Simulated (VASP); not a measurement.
**B18SeN17 (a cell with a defect): single point with PBE**

B18SeN17 (a cell with a defect):

```
CELL_PARAMETERS angstrom
7.49472 0.00000 0.00000
-3.74736 6.49062 0.00000
0.00000 0.00000 6.63570
ATOMIC_POSITIONS crystal
B 0.11111 0.22222 0.25000
B 0.11106 0.55564 0.25000
B 0.11106 0.88876 0.25000
B 0.44458 0.22227 0.25000
B 0.44458 0.55564 0.25000
B 0.44444 0.88889 0.25000
B 0.77769 0.22227 0.25000
B 0.77778 0.55556 0.25000
B 0.77769 0.88876 0.25000
B 0.24556 0.08777 0.75000
B 0.24556 0.49112 0.75000
B 0.22369 0.77851 0.75000
B 0.55482 0.10964 0.75000
B 0.55873 0.44603 0.75000
B 0.55482 0.77851 0.75000
B 0.84221 0.08777 0.75000
B 0.88730 0.44603 0.75000
B 0.88730 0.77460 0.75000
Se 0.11111 0.22222 0.75000
N 0.10927 0.56405 0.75000
N 0.10927 0.87856 0.75000
N 0.45478 0.22406 0.75000
N 0.45478 0.56405 0.75000
N 0.44444 0.88889 0.75000
N 0.76928 0.22406 0.75000
N 0.77778 0.55556 0.75000
N 0.76928 0.87856 0.75000
N 0.22227 0.11107 0.25000
N 0.22227 0.44453 0.25000
N 0.22222 0.77778 0.25000
N 0.55555 0.11111 0.25000
N 0.55556 0.44444 0.25000
N 0.55555 0.77778 0.25000
N 0.88880 0.11107 0.25000
N 0.88889 0.44444 0.25000
N 0.88889 0.77778 0.25000
```

```json
{"Program": "VASP 6.6.1", "Task": "single point", "Functional": "PBE", "Potentials or basis": "VASP PAW PBE potentials, release 64 (B, Se, N)", "Cutoff": "520 eV", "k mesh": "3 × 3 × 3", "Occupations": "fermi-dirac, width 0.01 eV", "Spin": "no spin polarisation"}
```

```
Largest force          : 0.109 eV/Å
Band gap on the k mesh : 3.45 eV, indirect (least direct gap 3.65 eV)
```

Forces on the atoms (eV/Å):
```
B    0.000  0.000  0.000
B   -0.001 -0.001  0.000
B   -0.001  0.000  0.000
B    0.000  0.001  0.000
B    0.001 -0.001  0.000
B    0.000  0.000  0.000
B    0.000  0.001  0.000
B    0.000  0.000  0.000
B    0.001  0.000  0.000
B    0.094 -0.054  0.000
B    0.000  0.109  0.000
B    0.004  0.003  0.000
B    0.000 -0.005  0.000
B   -0.006 -0.003  0.000
B   -0.004  0.003  0.000
B   -0.094 -0.054  0.000
B    0.006 -0.003  0.000
B    0.000  0.007  0.000
Se   0.000  0.000  0.000
N   -0.002 -0.006  0.000
N   -0.007  0.001  0.000
N   -0.004  0.005  0.000
N    0.002 -0.006  0.000
N    0.000  0.000  0.000
N    0.004  0.005  0.000
N    0.000  0.000  0.000
N    0.007  0.001  0.000
N    0.000  0.000  0.000
N    0.000  0.000  0.000
N    0.000  0.000  0.000
N    0.000  0.000  0.000
N    0.001  0.000  0.000
N    0.000  0.000  0.000
N    0.000  0.000  0.000
N   -0.001  0.000  0.000
N    0.000 -0.001  0.000
```

Levels at points of the mesh, in eV from the valence-band top:
| k point | band 70 | band 71 | band 72 | band 73 | band 74 | band 75 |
| --- | --- | --- | --- | --- | --- | --- |
| (0.00, 0.00, 0.00) | -0.63 | -0.08 | -0.08 | 3.83 | 3.83 | 4.81 |

It took 3.2 min on 1 thread of Intel(R) Xeon(R) 6975P-C (Granite Rapids) (shared host), peak memory 0.45 GiB.

Caveat: the cell carries a net charge on a neutralising background, which shifts energy and pressure; the cell is charged against a uniform background, so pressure and absolute levels hang on convention. A hybrid or GW would open this gap; PBE tends to underestimate it.
